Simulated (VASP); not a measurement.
Here is the system:

```
LiF
1.0
    0.00000     2.01500     2.01500
    2.01500     0.00000     2.01500
    2.01500     2.01500     0.00000
Li F
1 1
Cartesian
  0.00000   0.00000   0.00000
  2.01500   2.01500   2.01500
```

The numbers are results of PBE GGA, VASP's PBE PAW potentials (set 64) (plane waves; VASP 6.6.1), not measurements. Run with 400 eV cut-off, 7×7×7 Γ-centred mesh, Fermi-Dirac smearing of 0.010 eV, potentials Li_sv F.

At this cut-off the stress carries a Pulay error, which pulls relaxed volumes low.

**Question.** Give the stress tensor in GPa (positive for a compressed cell).

**Answer.** 
```
-10.84    0.00    0.00
  0.00  -10.84    0.00
  0.00    0.00  -10.84
```
The pressure is its mean diagonal, -10.84 GPa.

The structure is a typed LiF crystal (Fm-3m). The cell was not relaxed at this level.
